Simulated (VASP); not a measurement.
A convergence study with VASP on Pt (space group Fm-3m): a few settings are varied, all else stays as given below, so the limit is that of these other settings.

```yaml
crystal:
  lattice:
    - [0.00000, 1.95412, 1.95412]
    - [1.95412, 0.00000, 1.95412]
    - [1.95412, 1.95412, 0.00000]
  atoms:
    - { symbol: Pt, position: [0.00000, 0.00000, 0.00000] }
```

These are PBEsol GGA, VASP's PBE PAW potentials (set 64) (plane waves; VASP) values and carry that method's errors. The last row used: 300 eV cut-off, 22×22×22 Γ-centred mesh, tetrahedra with Blöchl corrections, potentials Pt.

```tsv
setting	E (eV/atom)	pressure (GPa)	irreducible k-points
6×6×6 mesh	-7.1057	-1.38	16
7×7×7 mesh	-6.9397	2.37	20
9×9×9 mesh	-6.9912	0.96	35
11×11×11 mesh	-6.9862	0.73	56
14×14×14 mesh	-6.9757	0.98	104
17×17×17 mesh	-6.9701	1.03	165
22×22×22 mesh	-6.9699	1.00	328
```

Left out are rungs that failed or repeat a setting and relaxations that didn't move; long series are thinned to 24 rows.

The structure is a typed Pt crystal (space group no. 225). The cell was not relaxed at this level.
